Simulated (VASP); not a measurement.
Wanted: the native input for a VASP 6.6.1 run.

```yaml
Task: band structure
Functional: PBE
Potentials_or_basis: VASP PAW PBE potentials, release 64 (Hf_pv, Sn_d, S)
Cutoff: 520 eV
k_mesh: 10 × 10 × 2
Occupations: gaussian, width 0.1 eV
Spin: no spin polarisation
Further_INCAR_settings: ALGO = Normal; EDIFF = 1e-07; NBANDS = 44
```

The structure of Hf3SnS4 lies in POSCAR:

```
Hf3SnS4
1.0
    3.6112710000      0.0000000000      0.0000000000
   -1.8056350000      3.1274520000      0.0000000000
    0.0000000000      0.0000000000     17.4954300000
Hf Sn S
3 1 4
Direct
    0.6666670000      0.3333330000      0.0007190000
    0.3333330000      0.6666670000      0.3735390000
    0.3333330000      0.6666670000      0.6256300000
    0.0000000000      0.0000000000      0.4996010000
    0.0000000000      0.0000000000      0.9171600000
    0.3333330000      0.6666670000      0.0841890000
    0.6666670000      0.3333330000      0.2946190000
    0.6666670000      0.3333330000      0.7045710000
```

The cell was built by a generator and needn't be a form met in nature.

These files were run (other wordings do the same):

INCAR

```
SYSTEM = Hf3SnS4
PREC     = Accurate       ! precision mode
ENCUT    = 520            ! plane-wave cutoff, eV
EDIFF    = 1E-7           ! SCF threshold, eV
ISMEAR   = 0              ! smearing method
SIGMA    = 0.1            ! smearing width, eV
LREAL    = .FALSE.        ! projectors in reciprocal space
LASPH    = .TRUE.         ! aspherical terms in the spheres
NELM     = 60             ! most SCF steps
ALGO     = Normal         ! electronic algorithm
ISIF     = 2              ! what is computed and relaxed
LWAVE    = .FALSE.        ! write WAVECAR
LCHARG   = .FALSE.        ! write CHGCAR
LMAXMIX  = 4              ! l up to which the mixer works
GGA      = PE             ! functional
NBANDS   = 44             ! bands
```

KPOINTS

```
regular mesh
0
G
  10 10 2
  0 0 0
```

KPOINTS_OPT

```
path GMKGALHA,LM,KH
10
line-mode
reciprocal
 0.0000000000  0.0000000000  0.0000000000  G
 0.5000000000  0.0000000000  0.0000000000  M

 0.5000000000  0.0000000000  0.0000000000  M
 0.3333333333  0.3333333333  0.0000000000  K

 0.3333333333  0.3333333333  0.0000000000  K
 0.0000000000  0.0000000000  0.0000000000  G

 0.0000000000  0.0000000000  0.0000000000  G
 0.0000000000  0.0000000000  0.5000000000  A

 0.0000000000  0.0000000000  0.5000000000  A
 0.5000000000  0.0000000000  0.5000000000  L

 0.5000000000  0.0000000000  0.5000000000  L
 0.3333333333  0.3333333333  0.5000000000  H

 0.3333333333  0.3333333333  0.5000000000  H
 0.0000000000  0.0000000000  0.5000000000  A

 0.5000000000  0.0000000000  0.5000000000  L
 0.5000000000  0.0000000000  0.0000000000  M

 0.3333333333  0.3333333333  0.0000000000  K
 0.3333333333  0.3333333333  0.5000000000  H
```

Potentials or basis: VASP PAW PBE potentials, release 64 (Hf_pv, Sn_d, S).

Launch:

```bash
$ cat potpaw_PBE.64/Hf_pv/POTCAR potpaw_PBE.64/Sn_d/POTCAR potpaw_PBE.64/S/POTCAR > POTCAR
$ mpirun -np 1 vasp_std > vasp.out
```

It gave:

```
Pressure                : 0.0 GPa
Largest force           : 0.005 eV/Å
Band gap along the path : none (metal or under the smearing width)
```

Caveat: spin-orbit coupling is left out, which moves the levels of the heavy elements; this functional lacks dispersion, which binds the layers, so the pressure and a relaxed spacing across them are unreliable.

Wall time 8.4 min on 1 thread of Intel(R) Xeon(R) 6975P-C (Granite Rapids) (shared host), peak memory 0.57 GiB.
